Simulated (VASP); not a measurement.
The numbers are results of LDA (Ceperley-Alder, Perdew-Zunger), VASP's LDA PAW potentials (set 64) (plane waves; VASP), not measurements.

VASP input:

File POSCAR:
```
Ni3Al
3.570
  1.0000000000   0.0000000000   0.0000000000
  0.0000000000   1.0000000000   0.0000000000
  0.0000000000   0.0000000000   1.0000000000
Al Ni
1 3
Cart
  0.0000000000   0.0000000000   0.0000000000
  0.0000000000   0.5000000000   0.5000000000
  0.5000000000   0.0000000000   0.5000000000
  0.5000000000   0.5000000000   0.0000000000
```

### KPOINTS
```
Automatic mesh
0
Gamma
6 6 6
0 0 0
```

INCAR:
```
SYSTEM = Ni3Al
PREC = Accurate
ENCUT = 300
EDIFF = 1E-6
NELM = 100
ALGO = Normal
LREAL = .FALSE.
LASPH = .TRUE.
ISMEAR = 0
SIGMA = 0.1
LMAXMIX = 4
LWAVE = .FALSE.
LCHARG = .FALSE.
ISIF = 2
ISPIN = 2
MAGMOM = 0.0 0.5 0.5 0.5
LORBIT = 11
```

POTCAR, in this order: Al Ni (LDA.64 set). Program: vasp_std.

Problem. What will the output report for the number of irreducible k-points (NKPTS), largest plane-wave count, number of space-group operations, FFT grid (NGX, NGY, NGZ)?

Solution. 
```
Property                                      Result
--------------------------------------  ------------
number of irreducible k-points (NKPTS)            20
largest plane-wave count                         554
number of space-group operations                  48
FFT grid (NGX, NGY, NGZ)                20 × 20 × 20
```

The structure is a typed Ni3Al crystal. The cell was not relaxed at this level. The run is one of a series of settings (KPOINTS 6×6×6 Γ-centred mesh against the base run), some of them coarse on purpose.
